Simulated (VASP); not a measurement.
Output of a VASP run:

OSZICAR:
```
...
DAV:   3    -0.226436306009E+02    0.38529E-04   -0.14919E-03  1640   0.346E-01    0.979E-02
DAV:   4    -0.226435833060E+02    0.47295E-04   -0.24631E-04  2240   0.155E-01    0.289E-02
DAV:   5    -0.226435890761E+02   -0.57701E-05   -0.35671E-05  2016   0.491E-02    0.797E-03
DAV:   6    -0.226435907390E+02   -0.16628E-05   -0.46166E-06  2064   0.226E-02    0.227E-03
DAV:   7    -0.226435908213E+02   -0.82337E-07   -0.42188E-07  1376   0.703E-03
   2 F= -.23774683E+02 E0= -.23774432E+02  d E =-.112394E-01
       N       E                     dE             d eps       ncg     rms          rms(c)
DAV:   1    -0.226435466089E+02    0.44130E-04   -0.15028E-02  1704   0.748E-01    0.224E-02
DAV:   2    -0.226435813914E+02   -0.34783E-04   -0.37972E-04  2192   0.163E-01    0.753E-03
DAV:   3    -0.226435803995E+02    0.99191E-06   -0.43962E-06  1752   0.235E-02    0.512E-03
DAV:   4    -0.226435798853E+02    0.51421E-06   -0.10269E-06  2040   0.151E-02    0.165E-03
DAV:   5    -0.226435799578E+02   -0.72548E-07   -0.20231E-07  1120   0.375E-03
   3 F= -.23774707E+02 E0= -.23774456E+02  d E =-.112632E-01
       N       E                     dE             d eps       ncg     rms          rms(c)
DAV:   1    -0.226461692848E+02   -0.25894E-02   -0.11882E-01  1568   0.291E+00    0.294E-01
DAV:   2    -0.226450143403E+02    0.11549E-02   -0.45194E-03  2056   0.105E+00    0.180E-01
DAV:   3    -0.226442505138E+02    0.76383E-03   -0.75542E-04  2136   0.500E-01    0.333E-02
DAV:   4    -0.226442516220E+02   -0.11082E-05   -0.22507E-04  1920   0.123E-01    0.128E-02
DAV:   5    -0.226442525348E+02   -0.91283E-06   -0.20671E-05  1816   0.407E-02    0.346E-03
DAV:   6    -0.226442518768E+02    0.65801E-06   -0.17110E-06  1936   0.155E-02    0.114E-03
DAV:   7    -0.226442518045E+02    0.72289E-07   -0.24787E-07  1280   0.530E-03
   4 F= -.23775463E+02 E0= -.23775211E+02  d E =-.756381E-03
       N       E                     dE             d eps       ncg     rms          rms(c)
DAV:   1    -0.226517410739E+02   -0.74892E-02   -0.45513E-01  1568   0.571E+00    0.575E-01
DAV:   2    -0.226473432895E+02    0.43978E-02   -0.17642E-02  2024   0.197E+00    0.353E-01
DAV:   3    -0.226444328307E+02    0.29105E-02   -0.29100E-03  2120   0.101E+00    0.675E-02
DAV:   4    -0.226444315580E+02    0.12727E-05   -0.88360E-04  1896   0.252E-01    0.258E-02
DAV:   5    -0.226444340811E+02   -0.25232E-05   -0.83258E-05  1824   0.832E-02    0.698E-03
DAV:   6    -0.226444319623E+02    0.21188E-05   -0.64151E-06  2096   0.312E-02    0.215E-03
DAV:   7    -0.226444317792E+02    0.18314E-06   -0.12272E-06  1808   0.104E-02    0.149E-03
DAV:   8    -0.226444318273E+02   -0.48045E-07   -0.12169E-07  1000   0.302E-03
   5 F= -.23775829E+02 E0= -.23775571E+02  d E =-.112282E-02
       N       E                     dE             d eps       ncg     rms          rms(c)
DAV:   1    -0.226448894317E+02   -0.45765E-03   -0.23434E-02  1584   0.129E+00    0.131E-01
DAV:   2    -0.226446598425E+02    0.22959E-03   -0.89152E-04  2024   0.454E-01    0.799E-02
DAV:   3    -0.226445117106E+02    0.14813E-03   -0.14620E-04  2096   0.208E-01    0.148E-02
DAV:   4    -0.226445107229E+02    0.98765E-06   -0.35860E-05  2056   0.495E-02    0.555E-03
DAV:   5    -0.226445103649E+02    0.35802E-06   -0.40834E-06  1856   0.177E-02    0.153E-03
DAV:   6    -0.226445103737E+02   -0.88266E-08   -0.30616E-07  1240   0.659E-03
   6 F= -.23775866E+02 E0= -.23775610E+02  d E =-.115967E-02
```

### OUTCAR
```
------------------------ aborting loop because EDIFF is reached ----------------------------------------
  Edisp (eV):   -1.13136
  FORCE on cell =-STRESS in cart. coord.  units (eV):
  Direction    XX          YY          ZZ          XY          YZ          ZX
  --------------------------------------------------------------------------------------
  Total       0.42963     0.42963     0.43444     0.00000     0.00000     0.00000
  in kB      10.18751    10.18751    10.30153     0.00000     0.00000     0.00000
  external pressure =       10.23 kB  Pullay stress =        0.00 kB
  volume of cell :       67.57
      direct lattice vectors                 reciprocal lattice vectors
     3.816369873  0.000000000  0.000000000     0.262029110  0.000000000  0.000000000
     0.000000000  3.816369873  0.000000000     0.000000000  0.262029110  0.000000000
     0.000000000 -0.000000000  4.639125714     0.000000000 -0.000000000  0.215557858
 POSITION                                       TOTAL-FORCE (eV/Angst)
 -----------------------------------------------------------------------------------
      1.90818     -0.00000      3.47432        -0.000000      0.000000     -0.005713
      0.00000      1.90818      1.16481         0.000000     -0.000000      0.005713
      1.90818      1.90818      4.63913        -0.000000     -0.000000      0.000000
      0.00000      0.00000      0.00000        -0.000000     -0.000000      0.000000
 -----------------------------------------------------------------------------------
    total drift:                                0.000000     -0.000000      0.000000
  FREE ENERGIE OF THE ION-ELECTRON SYSTEM (eV)
  ---------------------------------------------------
  free  energy   TOTEN  =       -23.7758661810 eV

  energy  without entropy=      -23.7753531361  energy(sigma->0) =      -23.77560966

 reached required accuracy - stopping structural energy minimisation
```
(Selected blocks of OUTCAR.)

**POSCAR**
```
SnO
1
    3.8021812811     0.0000000000     0.0000000000
    0.0000000000     3.8021812811     0.0000000000
    0.0000000000     0.0000000000     4.6738139493
Sn O
2 2
Direct
  0.5000000000   0.0000000000   0.7545131172
  0.0000000000   0.5000000000   0.2454868828
  0.5000000000   0.5000000000   0.0000000000
  0.0000000000   0.0000000000   0.0000000000
```

Q: Reconstruct the remaining input files.

A: Several could match; the one computed here: the input of the run itself, PBE GGA with D4 dispersion, plane waves, VASP's PBE PAW potentials (set 64).

### KPOINTS
```
Automatic mesh
0
gamma
6 6 5
0 0 0
```

INCAR:
```
# general
SYSTEM  = SnO
PREC    = Accurate
ENCUT   = 520
LREAL   = .FALSE.
LASPH   = .TRUE.

# electronic loop
EDIFF   = 1E-7
NELM    = 100
ALGO    = Normal
LMAXMIX = 4

# smearing
ISMEAR  = 0
SIGMA   = 0.05

# functional
GGA     = PE
IVDW    = 13

# ions
IBRION  = 2
NSW     = 30
ISIF    = 4
EDIFFG  = -0.01

# output
LWAVE   = .FALSE.
LCHARG  = .FALSE.
```

POTCAR, in this order: Sn_d O (PBE.64 set). Program: vasp_std.

The compound is SnO in the litharge structure. This cell is one point of a volume scan, at 0.97 of the reference volume. Symmetry was kept, so distortions that lower it aren't found.
